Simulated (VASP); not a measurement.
Consider the following.

```
AlCo3N
1.0
    3.68909     0.00000     0.00000
    0.00000     3.68909     0.00000
    0.00000     0.00000     3.68909
Al N Co
1 1 3
Direct
  0.00000   0.00000   0.00000
  0.50000   0.50000   0.50000
  0.00000   0.50000   0.50000
  0.50000   0.50000   0.00000
  0.50000   0.00000   0.50000
```
Starting moments (μB, in the order of the record's atoms Al N Co Co Co): 0.0 0.1 0.8 0.8 0.8.

The numbers are results of PBEsol GGA, VASP's PBE PAW potentials (set 64) (plane waves; VASP), not measurements. Run with 600 eV cut-off, 8×8×8 Γ-centred mesh, first-order Methfessel-Paxton smearing of 0.10 eV, potentials Al N Co.

The moments were started parallel, and other spin orders were not tried in this run.

Each relaxation starts from this cell; other phases were not tried.

Q: The cell is relaxed at 2 GPa. What happens?

A: The volume per atom goes from 10.04 to 9.96 Å³ (-0.9 %), and the cell becomes a = 3.6785 Å, b = 3.6785 Å, c = 3.6785 Å, α = 90.00°, β = 90.00°, γ = 90.00°, space group Pm-3m.

Q: The cell is relaxed at 10 GPa. What happens?

A: The volume per atom goes from 10.04 to 9.66 Å³ (-3.8 %), and the cell becomes a = 3.642 Å, b = 3.642 Å, c = 3.642 Å, α = 90.00°, β = 90.00°, γ = 90.00°, space group Pm-3m.

Failed runs are left out, and for metals the shear rows, which the mesh's noise covers.

The structure was generated: AlCo3N was put into the cubic-perovskite type (Pm-3m), which need not be its known phase.
